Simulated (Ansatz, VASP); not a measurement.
Si: VASP beside Ansatz

```
CELL_PARAMETERS angstrom
0.00000 2.56190 2.85754
2.56190 0.00000 2.85754
2.56190 2.56190 0.00000
ATOMIC_POSITIONS crystal
Si 0.50000 0.50000 0.50000
Si 0.75000 0.75000 0.75000
```

Alike in both runs: task single point; functional LDA; k mesh 12 × 12 × 12; occupations gaussian, width 0.05 eV; no spin polarisation.

|  | VASP | Ansatz |
| --- | --- | --- |
| version | VASP 6.6.1 | Ansatz 0.2.0 |
| potentials or method | VASP PAW LDA potentials, release 64 (Si) | scalar-relativistic, plane waves, PAW |
| plane-wave cutoff (eV) | 520 | 420 |
| valence electrons in the cell | 8 | 8 |

```tsv
	VASP	Ansatz	Ansatz less VASP
gap on the k mesh at the Fermi level (eV)	none	none	-
pressure (GPa)	4.8	4.8	-0.07
largest component of the traceless stress (GPa)	8.23	8.23	+0.005
```

A gap of «none» marks a metal or a gap that the smearing closes. Ansatz warned: «pseudo_functional_mismatch».
